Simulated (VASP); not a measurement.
```xyz
8
Lattice="0.0000 2.7484 2.7484 2.7484 0.0000 2.7484 10.9586 10.9586 0.0351" Properties=species:S:1:pos:R:3 pbc="T T T"
Si     2.7848     2.7848     5.4605
Si     1.3891     1.3891     1.3593
Si     5.4964     5.4964     5.4974
Si     4.1034     4.1034     1.3934
Si     5.4622     5.4622     0.0346
Si     6.8150     6.8150     1.4303
Ge     8.1961     8.1961     0.0492
Ge     9.6139     9.6139     1.3798
```

Calculation: PBEsol GGA, VASP's PBE PAW potentials (set 64) (plane waves; VASP). Numerical set-up: 400 eV cut-off, 8×8×2 Γ-centred mesh, tetrahedra with Blöchl corrections, potentials Si Ge_d.

### Question
What does the run give for the energy per atom (σ→0)?

### Answer

| Quantity | Value |
|---|---|
| energy per atom (σ→0) | -5.532 eV/atom |

Only differences to runs with the same potentials and settings are physical.

The structure was generated: Ge2Si6 was put into an ordered model structure (R-3m), which need not be its known phase. It was relaxed first.
